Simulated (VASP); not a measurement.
# Sn: Sn into a neighbouring Sn vacancy, part 2 of 5

Wanted: the minimum-energy path in Sn for this move: Sn into a neighbouring Sn vacancy. The start is a computed cell from the Materials Project.

VASP 6.6.1; PBEsol; plane waves and PAW (Sn).

So far. Step 2 (Relax the host): The run ended after 3 ionic steps, 0.007 eV below its first step, once forces and stress met EDIFFG = -0.02.

**3. Relax the start**

System of this step: Sn. The cell holds 23 atoms: 23 Sn. Cell: a = 8.828 Å, b = 13.243 Å, c = 8.828 Å, α = 97.4°, β = 97.4°, γ = 137.9°. It derives from Sn. Nearest the centre at fractional (0.188, 0.042, 0.125): Sn12 at 1.53 Å, Sn8 at 3.14 Å, Sn22 at 3.14 Å, Sn9 at 3.40 Å, Sn18 at 3.45 Å, Sn6 at 3.46 Å, Sn23 at 3.47 Å, Sn4 at 3.80 Å.

A path needs two true minima; the start is relaxed with symmetry off.

File INCAR:

```
SYSTEM = Sn
PREC = Normal
ENCUT = 280
EDIFF = 1E-05
NELM = 120
ISMEAR = 1
SIGMA = 0.15
LREAL = Auto
ALGO = Fast
GGA = PS
NBANDS = 69
LORBIT = 11
LWAVE = .FALSE.
LCHARG = .FALSE.
NCORE = 5
LASPH = .TRUE.
IBRION = 2
NSW = 60
ISIF = 2
EDIFFG = -0.05
POTIM = 0.4
MAXMIX = 40
ISYM = 0
```

File POSCAR:

```
Sn
1.0
   -5.8266201904      5.8266201904      3.1687159126
    8.7399302856     -8.7399302856      4.7530738689
    5.8266201904      5.8266201904     -3.1687159126
Sn
23
Direct
    0.0024529217      0.0010906155      0.5020032236
    0.0029625191      0.3327814230     -0.0006827309
    0.0021478869      0.3334859899      0.5000757984
    0.0017741255      0.6681534358      0.0005535881
   -0.0018010934      0.6648097035      0.4984564567
    0.4991452231      0.0000698840      0.0010959498
    0.4995842866     -0.0008775089      0.4982166322
    0.5053980245      0.3351360446      0.0017479446
    0.4962064056      0.3298635887      0.4921048986
    0.5010525031      0.6666408314     -0.0003579218
    0.4968998166      0.6682953987      0.5017262460
    0.3782024412      0.0870656394      0.2546158399
    0.3726999672      0.0830975500      0.7462893041
    0.3707373812      0.4153539561      0.2480806404
    0.3730684343      0.4163774859      0.7482549141
    0.3734632935      0.7490440613      0.2502249490
    0.3775420249      0.7513543843      0.7525485015
    0.8746732354      0.0813421552      0.2498514097
    0.8760464568      0.0862631950      0.7496694022
    0.8718662008      0.4159832970      0.2478223871
    0.8723685403      0.4146621419      0.7505610347
    0.8738695462      0.7477509774      0.2484419981
    0.8711002039      0.7468005729      0.7517077227
```

File KPOINTS:

```
Automatic mesh
0
Gamma
3 2 2
0 0 0
```

Potentials, in the order of the species: Sn (PBE family, release 64).

On the command line:

```
> mpirun -np 5 vasp_std
```

Output:

```text
[banner, memory and clock lines left out]
running    5 mpi-ranks, on    1 nodes
 distrk:  each k-point on    5 cores,    1 groups
 distr:  one band on    5 cores,    1 groups

 POSCAR found type information on POSCAR Sn
 POSCAR found :  1 types and      23 ions
 [... a notice as in an earlier step ...]

 [... a notice as in an earlier step ...]

 LDA part: xc-table for (Slater+PW92), standard interpolation
|                                                                             |
|           W    W    AA    RRRRR   N    N  II  N    N   GGGG   !!!           |
|           W    W   A  A   R    R  NN   N  II  NN   N  G    G  !!!           |
|           W    W  A    A  R    R  N N  N  II  N N  N  G       !!!           |
|           W WW W  AAAAAA  RRRRR   N  N N  II  N  N N  G  GGG   !            |
|           WW  WW  A    A  R   R   N   NN  II  N   NN  G    G                |
|           W    W  A    A  R    R  N    N  II  N    N   GGGG   !!!           |
|                                                                             |
|     Your reciprocal lattice and k-lattice belong to different lattice       |
|     classes:                                                                |
|                                                                             |
|        The reciprocal lattice is triclinic,                                 |
|        whereas your k-lattice is base-centered monoclinic.                  |
|                                                                             |
|     Results are often still useful ...                                      |
|                                                                             |

 POSCAR, INCAR and KPOINTS ok, starting setup
 FFT: planning ... GRIDC
 FFT: planning ... GRID_SOFT
 FFT: planning ... GRID
 WAVECAR not read
 entering main loop
       N       E                     dE             d eps       ncg     rms          rms(c)
DAV:   1     0.224355290888E+03    0.22436E+03   -0.21489E+04  1104   0.637E+02
DAV:   2    -0.740832389347E+02   -0.29844E+03   -0.28183E+03  1334   0.120E+02
DAV:   3    -0.969181581922E+02   -0.22835E+02   -0.21915E+02  1416   0.341E+01
DAV:   4    -0.975280370788E+02   -0.60988E+00   -0.60154E+00  1376   0.542E+00
DAV:   5    -0.975453350285E+02   -0.17298E-01   -0.17261E-01  1408   0.778E-01    0.864E+00
RMM:   6    -0.970922792627E+02    0.45306E+00   -0.11786E-01  1104   0.870E-01    0.512E+00
RMM:   7    -0.968326150267E+02    0.25966E+00   -0.21931E-01  1104   0.135E+00    0.237E-01
RMM:   8    -0.968327278004E+02   -0.11277E-03   -0.24920E-02  1109   0.529E-01    0.136E-01
RMM:   9    -0.968331427118E+02   -0.41491E-03   -0.36179E-03  1149   0.183E-01    0.435E-02
RMM:  10    -0.968332347051E+02   -0.91993E-04   -0.82237E-04  1180   0.820E-02    0.175E-02
RMM:  11    -0.968332433299E+02   -0.86248E-05   -0.97019E-05  1073   0.274E-02
   1 F= -.96833243E+02 E0= -.96837709E+02  d E =-.968332E+02
 curvature:   0.00 expect dE= 0.000E+00 dE for cont linesearch  0.000E+00
 trial: gam= 0.00000 g(F)=  0.511E-01 g(S)=  0.000E+00 ort = 0.000E+00 (trialstep = 0.100E+01)
 search vector abs. value=  0.511E-01
 bond charge predicted
       N       E                     dE             d eps       ncg     rms          rms(c)
DAV:   1    -0.968763285716E+02   -0.43094E-01   -0.30861E-01  1312   0.139E+00    0.167E-01
RMM:   2    -0.968784980837E+02   -0.21695E-02   -0.26423E-02  1104   0.370E-01    0.564E-02
RMM:   3    -0.968789010865E+02   -0.40300E-03   -0.36198E-03  1169   0.142E-01    0.258E-02
RMM:   4    -0.968789445669E+02   -0.43480E-04   -0.50440E-04  1142   0.543E-02    0.163E-02
RMM:   5    -0.968789488973E+02   -0.43304E-05   -0.90664E-05  1082   0.247E-02
   2 F= -.96878949E+02 E0= -.96883616E+02  d E =-.457056E-01
[... from here on, the cycles between the ionic steps are left out ...]
   3 F= -.96951530E+02 E0= -.96956535E+02  d E =-.118287E+00
   4 F= -.96955320E+02 E0= -.96960330E+02  d E =-.122076E+00
   5 F= -.96980466E+02 E0= -.96985054E+02  d E =-.251461E-01
   6 F= -.97022762E+02 E0= -.97026024E+02  d E =-.674422E-01
   7 F= -.97025301E+02 E0= -.97028164E+02  d E =-.699810E-01
   8 F= -.97053841E+02 E0= -.97056724E+02  d E =-.285406E-01
   9 F= -.97087122E+02 E0= -.97089999E+02  d E =-.618208E-01
  10 F= -.97114785E+02 E0= -.97117322E+02  d E =-.276637E-01
  11 F= -.97122448E+02 E0= -.97124640E+02  d E =-.353269E-01
  12 F= -.97123928E+02 E0= -.97126200E+02  d E =-.368060E-01
  13 F= -.97148016E+02 E0= -.97149735E+02  d E =-.240888E-01
  14 F= -.97151761E+02 E0= -.97153114E+02  d E =-.278339E-01
  15 F= -.97161509E+02 E0= -.97162486E+02  d E =-.974741E-02
  16 F= -.97162727E+02 E0= -.97163500E+02  d E =-.109655E-01
  17 F= -.97171454E+02 E0= -.97172279E+02  d E =-.872673E-02
  18 F= -.97173093E+02 E0= -.97173983E+02  d E =-.103659E-01
 curvature: -10.22 expect dE=-0.151E-01 dE for cont linesearch -0.310E-07
 trial: gam= 0.44074 g(F)=  0.148E-02 g(S)=  0.000E+00 ort =-0.430E-05 (trialstep = 0.576E+01)
 search vector abs. value=  0.266E-02
 bond charge predicted
       N       E                     dE             d eps       ncg     rms          rms(c)
DAV:   1    -0.971761117097E+02   -0.30235E-02   -0.45572E-01  1142   0.167E+00    0.165E-01
RMM:   2    -0.971785047263E+02   -0.23930E-02   -0.27754E-02  1104   0.395E-01    0.980E-02
RMM:   3    -0.971788393696E+02   -0.33464E-03   -0.38455E-03  1145   0.152E-01    0.264E-02
RMM:   4    -0.971789059141E+02   -0.66544E-04   -0.59838E-04  1160   0.591E-02    0.184E-02
RMM:   5    -0.971789159688E+02   -0.10055E-04   -0.92439E-05  1110   0.252E-02    0.146E-02
RMM:   6    -0.971789155224E+02    0.44635E-06   -0.18487E-05   782   0.112E-02
  19 F= -.97178916E+02 E0= -.97179778E+02  d E =-.582267E-02
 trial-energy change:   -0.005823  1 .order   -0.005620   -0.008525   -0.002715
 step:   7.8582(harm=  8.4569)  dis= 0.01880  next Energy=   -97.179418 (dE=-0.633E-02)
 reached required accuracy - stopping structural energy minimisation
```

It took 2.6 min on 5 MPI ranks of Intel Xeon 6975P-C (Granite Rapids), shared host; peak memory 0.73 GiB.

OUTCAR, selected parts (step 3):

```text
 Found      8 irreducible k-points:

   k-points           NKPTS =      8   k-points in BZ     NKDIM =      8   number of bands    NBANDS=     69

   dimension x,y,z NGX =    36 NGY =   54 NGZ =   36
   dimension x,y,z NGXF=    72 NGYF=  108 NGZF=   72

   ENCUT  =  280.0 eV  20.58 Ry    4.54 a.u.  12.05 18.07 12.05*2*pi/ulx,y,z

   NELECT =      92.0000    total number of electrons

 E-fermi :   4.7307

 k-point     1 :       0.0000    0.0000    0.0000
  band No.  band energies     occupation
    ...
     42       3.9463      2.00000
     43       4.0769      2.00000
     44       4.2688      2.00012
     45       4.3890      2.00589
     46       4.5743      2.05799
     47       5.2549     -0.00001
     48       5.3714     -0.00000
     49       5.4363     -0.00000
     50       5.5193     -0.00000
     51       5.5858     -0.00000
    ...

 k-point     2 :       0.3333   -0.0000    0.0000
  band No.  band energies     occupation
    ...
     42       3.9528      2.00000
     43       4.1950      2.00001
     44       4.2970      2.00034
     45       4.5161      2.06118
     46       4.7267      1.04566
     47       5.0368     -0.01398
     48       5.1140     -0.00180
     49       5.2596     -0.00001
     50       5.3850     -0.00000
     51       5.4510     -0.00000
    ...

  Total       -5.3722007     -5.3978483    -11.4217767      0.7246647      1.6517128      0.7918258
  in kB      -13.3350558    -13.3987191    -28.3515153      1.7987870      4.0999365      1.9654963
  external PRESSURE =     -18.3617634 kB  Pullay stress =       0.0000000 kB

  energy-cutoff  :      280.00
  volume of cell :      645.46
      direct lattice vectors                 reciprocal lattice vectors
    -5.826620190  5.826620190  3.168715913     0.000000000  0.085813041  0.157792624
     8.739930286 -8.739930286  4.753073869     0.057208694  0.000000000  0.105195083
     5.826620190  5.826620190 -3.168715913     0.085813041  0.085813041  0.000000000

 POSITION                                       TOTAL-FORCE (eV/Angst)
 -----------------------------------------------------------------------------------
     -2.79855      8.65876      1.54750        -0.014052     -0.010285     -0.004224
      3.00045     -2.94931      1.79050        -0.005072      0.015823     -0.013743
     -0.31473      5.79317      3.11669         0.017877      0.002927     -0.024192
      5.76479      5.80588      2.96053        -0.001463     -0.006639     -0.011080
      3.05766      2.91963      4.68407         0.003289     -0.002040      0.041366
     -2.80572      2.94116      1.58654        -0.029007      0.021505      0.021539
     -0.05045      5.84656      0.06355         0.002365      0.017317     -0.003672
      5.80820      5.84388     -0.25660         0.022170     -0.006825     -0.017509
      2.94717      2.94071      1.54045         0.006791     -0.011939      0.025336
      8.69657      2.94334      1.90121        -0.005498      0.011916     -0.008730
      5.91536      0.02470      3.15452         0.013149     -0.017524     -0.017942
      0.05792      2.74972      0.70177         0.010446     -0.001099      0.010149
      2.86752      5.81257     -0.81814         0.021016     -0.007394      0.004444
      2.94555      0.01586      2.41578         0.015507     -0.020832      0.012753
      5.86967      2.87288      0.72266         0.000765     -0.007935     -0.022070
      5.76640     -2.94976      4.00752         0.020039     -0.004776      0.002990
      8.83740     -0.03258      2.36292         0.014104      0.002274      0.008415
     -3.51386      5.76859      2.52959        -0.021377      0.011951      0.011207
      0.13755      9.00719      0.68707        -0.028886     -0.004913     -0.005877
      0.08402      2.90553      3.98369         0.001157      0.010727     -0.002806
      2.74111      5.79581      2.42478        -0.008368      0.006216     -0.000813
      2.95593      0.05771      5.58334        -0.024868     -0.024743      0.013399
      6.08419      2.93123      3.97866        -0.010085      0.026287     -0.018938
 -----------------------------------------------------------------------------------
    total drift:                                0.049017     -0.016353     -0.043459

  FREE ENERGIE OF THE ION-ELECTRON SYSTEM (eV)
  ---------------------------------------------------
  free  energy   TOTEN  =       -97.1789155224 eV

  energy  without entropy=      -97.1815021479  energy(sigma->0) =      -97.17977773

 total charge
# of ion       s       p       d       tot
------------------------------------------
    1        1.480   1.403   0.104   2.988
    2        1.481   1.412   0.102   2.995
    3        1.478   1.406   0.100   2.984
    4        1.479   1.399   0.096   2.974
    5        1.470   1.446   0.106   3.021
    6        1.482   1.404   0.100   2.987
    7        1.467   1.426   0.093   2.986
    8        1.484   1.395   0.095   2.973
    9        1.471   1.456   0.115   3.042
   10        1.480   1.435   0.104   3.018
   11        1.475   1.431   0.106   3.011
   12        1.491   1.381   0.092   2.963
   13        1.467   1.444   0.104   3.015
   14        1.472   1.462   0.110   3.045
   15        1.483   1.416   0.103   3.002
   16        1.482   1.406   0.100   2.988
   17        1.465   1.489   0.113   3.067
   18        1.512   1.297   0.094   2.903
   19        1.503   1.332   0.090   2.925
   20        1.477   1.426   0.100   3.004
   21        1.473   1.444   0.106   3.022
   22        1.463   1.484   0.110   3.057
   23        1.494   1.366   0.090   2.950
--------------------------------------------------
tot         34.028  32.560   2.332  68.920

[... 1 part as in an earlier step ...]

[... 7 further parts left out ...]
```

Step by step:

```
step  energy less that of the first step (eV)  largest force (eV/Å)
   1                                   0.0000                0.4361
   2                                  -0.0457                0.3443
   3                                  -0.1183                0.2156
   4                                  -0.1221                0.2065
   5                                  -0.1472                0.1883
   6                                  -0.1895                0.1593
   7                                  -0.1921                0.2086
   8                                  -0.2206                0.1468
   9                                  -0.2539                0.2002
  10                                  -0.2815                0.1542
  11                                  -0.2892                0.2283
  12                                  -0.2907                0.1693
  13                                  -0.3148                0.0753
  14                                  -0.3185                0.1198
  15                                  -0.3283                0.0802
  16                                  -0.3295                0.0925
  17                                  -0.3382                0.0529
  18                                  -0.3398                0.0583
  19                                  -0.3457                0.0420
```

The atoms that moved most (Å):

```csv
atom,dx,dy,dz,length
Sn18,-0.584,-0.073,0.163,0.611
Sn19,0.120,0.289,-0.123,0.336
Sn10,-0.035,0.026,0.313,0.316
Sn3,-0.304,-0.045,-0.059,0.313
Sn8,-0.013,-0.009,-0.277,0.277
Sn23,0.253,0.003,0.051,0.258
Sn2,0.113,-0.054,0.197,0.234
Sn4,-0.068,-0.021,-0.219,0.230
```

The relaxed structure:

```cif
data_structure
_symmetry_space_group_name_H-M 'P 1'
_symmetry_Int_Tables_number 1
_cell_length_a 8.8284
_cell_length_b 13.2425
_cell_length_c 8.8284
_cell_angle_alpha 97.402
_cell_angle_beta 97.402
_cell_angle_gamma 137.932
_cell_volume 645.46
loop_
_atom_site_label
_atom_site_type_symbol
_atom_site_fract_x
_atom_site_fract_y
_atom_site_fract_z
_atom_site_occupancy
Sn1 Sn 0.98722 0.00269 0.50288 1
Sn2 Sn 0.02944 0.36000 0.00439 1
Sn3 Sn 0.98892 0.30986 0.47012 1
Sn4 Sn 0.96537 0.64123 0.99291 1
Sn5 Sn 0.98965 0.66767 0.51293 1
Sn6 Sn 0.50273 0.00639 0.01162 1
Sn7 Sn 0.51174 0.00380 0.49738 1
Sn8 Sn 0.46099 0.30529 0.99990 1
Sn9 Sn 0.49542 0.33065 0.50526 1
Sn10 Sn 0.55257 0.69752 0.99886 1
Sn11 Sn 0.49988 0.67025 0.50973 1
Sn12 Sn 0.34670 0.07714 0.24093 1
Sn13 Sn 0.36970 0.07798 0.74487 1
Sn14 Sn 0.38255 0.42264 0.25413 1
Sn15 Sn 0.36056 0.41182 0.75023 1
Sn16 Sn 0.37923 0.75146 0.24170 1
Sn17 Sn 0.37006 0.75414 0.75557 1
Sn18 Sn 0.89417 0.06508 0.19349 1
Sn19 Sn 0.88135 0.08015 0.78474 1
Sn20 Sn 0.87793 0.42387 0.25654 1
Sn21 Sn 0.87997 0.41189 0.73258 1
Sn22 Sn 0.88596 0.75645 0.25861 1
Sn23 Sn 0.87934 0.76660 0.77364 1
```

This step gave:

- electronic cycles: 126
- electrons: 92
- free energy (TOTEN): -97.1789 eV
- energy at zero smearing: -97.1798 eV
- Fermi energy: 4.731 eV

The run ended after 19 ionic steps, 0.346 eV below its first step, once the forces on the free atoms met EDIFFG = -0.05.

(Continued in part 3 of 5.)

[Lines on the potential files, build, host, timing and source positions are cut from VASP's logs without a mark.]

[Logs are printed without paths, hosts, clocks, repeated set-up lines and the standing remarks that a program may print on its own settings, such as how far it seeks lower states.]

[Hosts, paths, dates, database ids (printed as entryN), source tags and the programs' standing remarks are cut or masked in the printed files.]

[Runs that stopped without an error message from VASP are left out.]
